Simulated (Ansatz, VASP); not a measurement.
# RePd in two plane-wave programs, part 2 of 2

One calculation is typed for both programs; each brings its own data sets and cutoff. How far apart do they land? The cell is invented: As first built, before any earlier steps moved the atoms (in the runner's words): it takes the ReOs structure with some of its atoms replaced by other elements, volume scaled by an estimate. It may not be a known or stable phase. The cell is taken from a series of VASP runs on this material, whose earlier steps may have relaxed, scaled or displaced it; both programs get it as it stands.

VASP 6.6.1 and Ansatz 0.2.0.

So far: The starting structure; VASP: relaxation of cell and atoms, RPBE.

## Step 3: Ansatz: relaxation of cell and atoms, RPBE

Level of this step: Ansatz beside VASP: Kohn-Sham DFT, plane waves, RPBE (Ansatz).

Ansatz runs on its default PAW (the set named soft_2) files.

The same cell, functional, mesh and smearing now go to Ansatz, which takes its cutoff from its data sets.

File input.yaml:

```yaml
crystal:
  lattice:
    - [2.75669385, 0.0, 0.0]
    - [-1.37834693, 2.38736691, 0.0]
    - [0.0, 0.0, 4.56407463]
  atoms:
    - { symbol: Re, position: [0.0, 0.0, 0.0] }
    - { symbol: Pd, position: [0.333333333, 0.666666667, 0.5] }
hamiltonian:
  xc: rpbe
  pseudopotentials: { kind: paw }
kpoints:
  mp_grid: { grid: [8, 8, 4] }
scf:
  occupations: { method: methfessel_paxton, width: 0.2 }
relax:
  f_tol: 0.01
  max_steps: 60
  cell: { stress_tol: 0.05 }
output:
  forces: true
  stress: true
```

On the command line:

```
$ ansatz run input.yaml --threads 4 --pin off --max-ram 9216MiB --backend cpu --events-out ev --progress --plain --runs-dir out
```

Numbers of over 12 decimals in the logs are rounded to 6 here.

The log of the run:

```text
Engine: ansatz 0.2.0, aarch64-unknown-linux-gnu
Pseudopotentials: kind: paw
Pseudopotential: Re, paw, valence charge 15, recommended cutoff 420 eV (normal), Re.paw.azcp
Pseudopotential: Pd, paw, valence charge 18, recommended cutoff 420 eV (normal), Pd.paw.azcp
Functional definition: RPBE
  parameter kappa = 0.804
  parameter beta = 0.066725
  exchange = rpbe_x(kappa = kappa, mu = beta*pi^2/3)
  correlation = pbe_c(beta = beta)
Crystal: 2 atoms, lattice volume = 30.037 Å³
Basis set: ecut = 420 eV, 585 PW (Γ), exchange–correlation on 40×40×64 points (8 copies of the dense FFT grid, shifted against one another)
Bands: 21, of which v1, the nominal top of the filled ones, is band 17 counted from 1 (16 counted from 0)
Symmetry: 12 space group operations
Space group: P-6m2 (ITA 187), of the structure as read, at distance tolerance 3.1e-5 Å
k-points: 30 of 256 (time reversal used)
Non-local potential: Re, projectors of the file, l = 0: 3, l = 1: 2, l = 2: 2, l = 3: 1
Non-local potential: Pd, projectors of the file, l = 0: 2, l = 1: 2, l = 2: 2, l = 3: 1
PAW form: soft (Blöchl's): semilocal exchange-correlation on the pseudo side does not see the compensation charge
PAW frozen core: Re, regenerated for the run's functional, and the local potential with it (the file was generated under x = pbe(κ = 0.804, μ = 0.219515), c = pbe(β = 0.066725))
PAW frozen core: Pd, regenerated for the run's functional, and the local potential with it (the file was generated under x = pbe(κ = 0.804, μ = 0.219515), c = pbe(β = 0.066725))
PAW one-centre angular grid: Re, 590 points (default); XC on 64 Gauss nodes
PAW one-centre angular grid: Pd, 590 points (default); XC on 64 Gauss nodes
Initial density: superposition of atomic densities (neutral atoms: chi_scale 0, normalization atom), corrected by the library's trained network
Initial wavefunctions: pseudopotential atomic-orbital guess
Functional: x = rpbe, c = pbe(β = 0.066725)
SCF iter   1: F=—  HF=-17861.326544 eV  |F-HF|=—  |Δ(HF+E_count)|=         —  Δρ=8.82e-3  dr2=2.22e-2  ethr=1.77e-3  ⟨swp⟩=5.0  Hψ=2808  notcnv=0
preconditioner: auto → Kerker (q_TF=auto, 2.771 Å⁻¹)  [metal: Δε(μ)=0.048 eV  Ē_g=7.639 eV  σ=0.200 eV  W_gap=0.20  n_scr=10 (ndim 8)  ℏωp=27.9 eV  f_vac=0.000  D(μ)=1.49/eV (n_scr^D=22)]
SCF iter   2: F=—  HF=-17861.325342 eV  |F-HF|=—  |Δ(HF+E_count)|=   1.20e-3  S|Δr|=    0.00e0  Δρ=5.19e-3  dr2=9.73e-3  ethr=6.71e-5  ⟨swp⟩=1.0  Hψ=870  notcnv=0
SCF iter   3: F=—  HF=-17861.324358 eV  |F-HF|=—  |Δ(HF+E_count)|=   9.83e-4  S|Δr|=    0.00e0  Δρ=6.81e-4  dr2=2.99e-4  ethr=2.95e-5  ⟨swp⟩=1.9  Hψ=831  notcnv=0
SCF iter   4: F=—  HF=-17861.324310 eV  |F-HF|=—  |Δ(HF+E_count)|=   4.77e-5  S|Δr|=    0.00e0  Δρ=1.72e-4  dr2=7.28e-6  ethr=9.07e-7  ⟨swp⟩=1.2  Hψ=633  notcnv=0
SCF iter   5: F=—  HF=-17861.324340 eV  |F-HF|=—  |Δ(HF+E_count)|=   3.00e-5  S|Δr|=    0.00e0  Δρ=5.54e-5  dr2=1.62e-6  ethr=2.21e-8  ⟨swp⟩=2.0  Hψ=1055  notcnv=0
SCF iter   6: F=-17861.324340 eV  HF=-17861.324340 eV  |F-HF|=1.12e-8  |Δ(HF+E_count)|=   1.10e-7  S|Δr|=    0.00e0  Δρ=1.16e-5  dr2=3.70e-8  ethr=3.03e-10  ⟨swp⟩=3.1  Hψ=2143  notcnv=0
SCF 1 converged in 6 iterations: F = -17861.324340 eV  dr2 = 3.70e-8
  greatest PAW one-centre occupation: 1.000 electrons in one spin orbital (limit 2), on the Re atom at site 0 (counted from 0), in its partial waves of l = 0
relax step   1: F+E_penalty+E_count = -17861.32434035 eV  Δ(F+E_penalty+E_count) = +0.000e0 eV  max|allowed force component| = 9.021e-17 eV/Å  Δτ_max = 0.0000 Å  P = +0.944 GPa  Ω = 30.037 Å³  (6 SCF iters, dr2 threshold 1.00e-7 eV, accepted)
[...]
relax step   2: F+E_penalty+E_count = -17861.32374278 eV  Δ(F+E_penalty+E_count) = +5.976e-4 eV  max|allowed force component| = 4.395e-17 eV/Å  Δτ_max = 0.0000 Å  P = -1.497 GPa  Ω = 30.333 Å³  energy of the carried Pulay correction = -2.636e-4 eV  (6 SCF iters, dr2 threshold 2.00e-7 eV, rejected (line search))
[...]
relax step   3: F+E_penalty+E_count = -17861.32494805 eV  Δ(F+E_penalty+E_count) = -6.077e-4 eV  max|allowed force component| = 4.163e-17 eV/Å  Δτ_max = 0.0000 Å  P = +0.078 GPa  Ω = 30.143 Å³  energy of the carried Pulay correction = -9.796e-5 eV  (8 SCF iters, accepted)
[...]
relax step   4: F+E_penalty+E_count = -17861.32493937 eV  Δ(F+E_penalty+E_count) = +8.679e-6 eV  max|allowed force component| = 6.939e-17 eV/Å  Δτ_max = 0.0000 Å  P = -0.036 GPa  Ω = 30.156 Å³  energy of the carried Pulay correction = -1.082e-4 eV  (4 SCF iters, dr2 threshold 2.06e-8 eV, accepted)
[...]
relax step   5: F+E_penalty+E_count = -17861.32494319 eV  Δ(F+E_penalty+E_count) = -3.823e-6 eV  max|allowed force component| = 4.857e-17 eV/Å  Δτ_max = 0.0000 Å  P = -0.000 GPa  Ω = 30.152 Å³  energy of the carried Pulay correction = -1.052e-4 eV  (4 SCF iters, dr2 threshold 6.47e-9 eV, accepted)
[...]
relax step   6: F+E_penalty+E_count = -17861.32502458 eV  Δ(F+E_penalty+E_count) = -8.139e-5 eV  max|allowed force component| = 5.667e-17 eV/Å  Δτ_max = 0.0000 Å  P = -0.002 GPa  Ω = 30.152 Å³  stress off target by 2.37e-3 GPa  SCF on the basis re-selected at this cell (its energy is not comparable with the rows above)  (5 SCF iters)
basis re-selected at this cell: Δ(F+E_penalty+E_count) = -8.139e-5 eV, ΔP = -0.002 GPa vs the last step (what re-selecting the basis moved, of the pressure what is left beyond the Pulay correction that the steps carried, after the strain that the cell walked since its last selection, with what the two solves' SCF thresholds leave and, on support functions, any second-order correction that the steps lacked; it is no m [...]
SCF converged after 5 iterations
Stability not checked: this state was not tested for a lower state beside it, because cold or Methfessel-Paxton smearing, or corrected tetrahedra, fill the levels in a way that the test cannot read (fill_not_monotonic; see scf.lower_state_search)
Free energy (F): -17861.325025 eV
Harris-Foulkes:  -17861.325025 eV  (|F-HF|=3.64e-12)
Internal energy: -17861.326920 eV  (E = F + TS)
E sigma→0 (E₀):  -17861.325498 eV
Entropy (-TS):   0.001896 eV (0.948 meV/atom)
Fermi energy:    21.894572 eV
--- Per-component energies (eV) ---
  E_band       = -221.259014
  E_kinetic    = 1050.513566
  E_local      = -2603.816043  (includes V_loc(G=0)·N_el)
  E_nonlocal   = 263.543821
  E_hartree    = 1026.526928
  E_xc         = -572.453405
  E_vxc        = -514.367612  (∫ρ·V_xc dr)
  E_paw        = -12428.464871  (= ΣΔE_a)
  E_vpaw       = -470.186787  (= ΣTr[D̂ρ^β])
  E_aug_tail   = 0.000151  (compensation charges beyond the density's cutoff)
  E_ewald      = -4597.050050
  E_core_change = -0.127017  (= ΣΔE_core)
  E_smearing   = 0.001896  (= −TS)
  E_closure    = 0.000000  (closes the sum)
  Σ components = -17861.325025   (vs F -17861.325025, Δ=0.00e0)
--- Forces (eV/Å), atoms counted from 1 ---
  atom   1  Re    -0.00000000    -0.00000000    -0.00000000
  atom   2  Pd    -0.00000000     0.00000000     0.00000000
  max |Σ_I F_I| component: 4.39e-17 eV/Å
--- Stress (GPa, compression-positive) ---
       -0.001575       0.000000      -0.000000
       -0.000000      -0.001575       0.000000
       -0.000000       0.000000      -0.002368
  P = ⅓ Tr σ = -0.0018 GPa (-0.018 kbar)
--- Relaxed structure (5 steps of the walk, 4 accepted, 1 SCFs on fresh bases) ---
  F+E_penalty+E_count = -17861.32502458 eV   max|allowed force component| = 5.667e-17 eV/Å   (the final SCF, on the basis selected at the relaxed cell)
  cell:  # Å, volume = 30.1520 Å³
    - [2.756203, 2.886236894284915e-9, -2.039269449264282e-19]
    - [-1.378101, 2.386941, 1.0196347264814995e-19]
    - [-3.376282769488474e-19, 0, 4.583134]
  atoms:
    - { symbol: Re, position: [-1.8503717059853013e-17, -1.8503717085702407e-17, 0] }
    - { symbol: Pd, position: [0.333333, 0.666667, 0.5] }
```

The job ended after 3.1 s (4 threads of Arm Neoverse V2, shared host; peak memory 0.32 GiB).

## Step 4: Differences

Known differences besides the potentials themselves: both relaxations stop at a tolerance, which leaves soft axes loose, and VASP keeps its plane-wave basis; the data sets hold 33 valence electrons in Ansatz (default PAW (the set named soft_2) files) and 17 in VASP; the cutoff is 420 eV in Ansatz and 400 eV in VASP; Ansatz makes its cores anew for this functional, VASP keeps those of its PBE data sets; VASP leaves aspherical gradient terms in its spheres out (LASPH is not set), Ansatz keeps them; Ansatz adds a Pulay correction to the stress that steers its cell, VASP none. Total energies have different zeros and are not compared.

Both answers:

```csv
quantity,Ansatz,VASP,difference
volume (Å³),30.15,30.07,+0.27 %
"edge a after relaxation, in the typed setting (Å)",2.756,2.754,+0.09 %
"edge c after relaxation, in the typed setting (Å)",4.583,4.579,+0.09 %
```

The walks stopped with 0.00 GPa left in Ansatz and -0.09 GPa in VASP; each walk ends within a tolerance, so the volume difference is uncertain by about these residues over the bulk modulus, most in soft cells.

## Step 5: Outcome

```yaml
difference_in_volume_relaxation_of_cell_and_atoms_rpbe: 0.27 %
```

**Reading.** The difference in volume is 0.27 % (relaxation of cell and atoms, RPBE), within the 1.2 % picked in this series as the mark of a large difference, as far as the stopping tolerances let one tell. How closely two codes agree says nothing of how well the functional describes the real material.

[Lines on the potential files, build, host, timing and source positions are cut from VASP's logs without a mark.]

[Logs are printed without paths, hosts, clocks, repeated set-up lines and the standing remarks that a program may print on its own settings, such as how far it seeks lower states.]

[Hosts, paths, dates, database ids (printed as entryN), source tags and the programs' standing remarks are cut or masked in the printed files.]
